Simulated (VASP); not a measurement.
A run of VASP 6.6.1 is set up as follows.

The input INCAR:

```
SYSTEM = AlH2ClO
PREC = Accurate
ENCUT = 520
EDIFF = 1E-7
ISMEAR = 0
SIGMA = 0.01
LREAL = .FALSE.
LASPH = .TRUE.
NELM = 60
ALGO = Normal
ISIF = 2
LWAVE = .FALSE.
LCHARG = .TRUE.
GGA = PE
LELF = .TRUE.
LVHAR = .TRUE.
LVACPOTAV = .TRUE.
NBANDS = 17
```

File KPOINTS:

```
Automatic mesh
0
G
  1 1 1
  0 0 0
```

The input POSCAR:

```
AlH2ClO
1.0
   13.0000000000      0.0000000000      0.0000000000
    0.0000000000     13.0000000000      0.0000000000
    0.0000000000      0.0000000000     11.0000000000
O Al Cl H
1 1 1 2
Direct
    0.4304538500      0.5409307700      0.4566318200
    0.5490000000      0.5266230800      0.5158954500
    0.6016076900      0.3796769200      0.5636500000
    0.3835769200      0.4855461500      0.4425318200
    0.6184230800      0.6235538500      0.5345045500
```

Potentials or basis: VASP PAW PBE potentials, release 64 (O, Al, Cl, H).

The run is started by

```bash
$ cat potpaw_PBE.64/O/POTCAR potpaw_PBE.64/Al/POTCAR potpaw_PBE.64/Cl/POTCAR potpaw_PBE.64/H/POTCAR > POTCAR
$ mpirun -np 1 vasp_gam > vasp.out
```

(1) Predict the largest force.

(2) Estimate the gap between the frontier levels.

Results:

(1) 0.596 eV/Å.

(2) 6.12 eV.
